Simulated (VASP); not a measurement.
Calculation: PBE GGA, VASP's PBE PAW potentials (set 64) (plane waves; VASP).

VASP ran on this input.

**POSCAR**
```
AuAl2
1
    0.0000000000     3.0279176444     3.0279176444
    3.0279176444    -0.0000000000     3.0279176444
    3.0279176444     3.0279176444    -0.0000000000
Al Au
2 1
Direct
  0.2500000000   0.2500000000   0.2500000000
  0.7500000000   0.7500000000   0.7500000000
  0.0000000000   0.0000000000   0.0000000000
```

INCAR:
```
SYSTEM = AuAl2
PREC = Accurate
ENCUT = 400
EDIFF = 1E-6
NELM = 100
ALGO = Normal
LREAL = .FALSE.
LASPH = .TRUE.
ISMEAR = 1
SIGMA = 0.1
GGA = PE
LMAXMIX = 6
LWAVE = .FALSE.
LCHARG = .FALSE.
IBRION = 2
ISIF = 3
NSW = 60
EDIFFG = -0.02
```

File KPOINTS:
```
Automatic mesh
0
Gamma
8 8 8
0 0 0
```

POTCAR, in this order: Al Au (PBE.64 set). Program: vasp_std.

What VASP printed:

**OSZICAR**
```
       N       E                     dE             d eps       ncg     rms          rms(c)
DAV:   1     0.486817354400E+02    0.48682E+02   -0.60158E+03   736   0.936E+02
DAV:   2    -0.117888772731E+02   -0.60471E+02   -0.54750E+02   804   0.175E+02
DAV:   3    -0.132566648174E+02   -0.14678E+01   -0.14404E+01   872   0.280E+01
DAV:   4    -0.132695333713E+02   -0.12869E-01   -0.12846E-01   808   0.296E+00
DAV:   5    -0.132697373618E+02   -0.20399E-03   -0.20398E-03   892   0.395E-01    0.880E+00
DAV:   6    -0.121275420980E+02    0.11422E+01   -0.63868E+00   776   0.282E+01    0.407E+00
DAV:   7    -0.120548521691E+02    0.72690E-01   -0.29236E-01   736   0.632E+00    0.184E+00
DAV:   8    -0.120278263280E+02    0.27026E-01   -0.27030E-02   804   0.127E+00    0.410E-01
DAV:   9    -0.120267149316E+02    0.11114E-02   -0.37391E-03   788   0.730E-01    0.189E-01
DAV:  10    -0.120268662890E+02   -0.15136E-03   -0.25549E-04   764   0.129E-01    0.361E-02
DAV:  11    -0.120268613191E+02    0.49700E-05   -0.93447E-06   844   0.274E-02    0.137E-02
DAV:  12    -0.120268632469E+02   -0.19279E-05   -0.47296E-06   768   0.149E-02    0.321E-03
DAV:  13    -0.120268633071E+02   -0.60171E-07   -0.21020E-07   428   0.490E-03
   1 F= -.12026863E+02 E0= -.12026055E+02  d E =-.120269E+02
```

**OUTCAR**
```
------------------------ aborting loop because EDIFF is reached ----------------------------------------
  FORCE on cell =-STRESS in cart. coord.  units (eV):
  Direction    XX          YY          ZZ          XY          YZ          ZX
  --------------------------------------------------------------------------------------
  Total       -0.0286982     -0.0286982     -0.0286982     -0.0000000      0.0000000      0.0000000
  in kB       -0.8281379     -0.8281379     -0.8281379     -0.0000000      0.0000000      0.0000000
  external PRESSURE =      -0.8281379 kB  Pullay stress =       0.0000000 kB
  volume of cell :       55.52
      direct lattice vectors                 reciprocal lattice vectors
     0.000000000  3.027917644  3.027917644    -0.165129987  0.165129987  0.165129987
     3.027917644  0.000000000  3.027917644     0.165129987 -0.165129987  0.165129987
     3.027917644  3.027917644  0.000000000     0.165129987  0.165129987 -0.165129987
 POSITION                                       TOTAL-FORCE (eV/Angst)
 -----------------------------------------------------------------------------------
      1.51396      1.51396      1.51396        -0.000000     -0.000000     -0.000000
      4.54188      4.54188      4.54188         0.000000      0.000000      0.000000
      0.00000      0.00000      0.00000        -0.000000      0.000000     -0.000000
 -----------------------------------------------------------------------------------
    total drift:                               -0.000000     -0.000000      0.000000
  FREE ENERGIE OF THE ION-ELECTRON SYSTEM (eV)
  ---------------------------------------------------
  free  energy   TOTEN  =       -12.0268633071 eV

  energy  without entropy=      -12.0244391063  energy(sigma->0) =      -12.02605524

 reached required accuracy - stopping structural energy minimisation
```
(Selected blocks of OUTCAR.)

### OUTCAR
```
 val. band max:        7.4368246845   @ k =   0.3750   0.1250   0.0000

 cond. band min:       7.4832421310   @ k =   0.3750   0.1250   0.0000


 Fermi energy:         7.4593045076

 k-point     1 :       0.0000    0.0000    0.0000
  band No.  band energies     occupation
      1      -2.8720      2.00000
      2       1.0278      2.00000
      3       1.0278      2.00000
      4       1.0278      2.00000
      5       1.9549      2.00000
      6       1.9549      2.00000
      7       9.5217      0.00000
      8      10.4296      0.00000
      9      10.4296      0.00000
     10      10.4296      0.00000
     11      11.2637      0.00000
     12      11.2637      0.00000

 k-point     2 :       0.1250    0.0000    0.0000
  band No.  band energies     occupation
      1      -2.6721      2.00000
      2       0.9622      2.00000
      3       1.0763      2.00000
      4       1.0763      2.00000
      5       1.9458      2.00000
      6       1.9458      2.00000
      7       8.0103     -0.00000
      8       9.7148      0.00000
      9       9.7148      0.00000
     10       9.8043      0.00000
     11      11.9768      0.00000
     12      11.9768      0.00000

 k-point     3 :       0.2500    0.0000    0.0000
  band No.  band energies     occupation
      1      -2.1007      2.00000
      2       0.8344      2.00000
      3       1.1792      2.00000
      4       1.1792      2.00000
      5       1.9526      2.00000
      6       1.9526      2.00000
      7       5.4852      2.00000
      8       8.8149     -0.00000
      9       8.8149     -0.00000
     10      10.1060      0.00000
     11      11.7290      0.00000
     12      11.7290      0.00000

 k-point     4 :       0.3750    0.0000    0.0000
  band No.  band energies     occupation
      1      -1.3090      2.00000
      2       0.8371      2.00000
      3       1.2480      2.00000
      4       1.2480      2.00000
      5       2.0185      2.00000
      6       2.0186      2.00000
...
```

Unless said otherwise, spin-orbit coupling is left out, though it shifts the bands of the heavy elements here.

The compound is AuAl2 in the fluorite structure. It was relaxed first. The start is the result of an earlier pass. The electron count is odd and the run is not spin-polarised, which forces a metal.
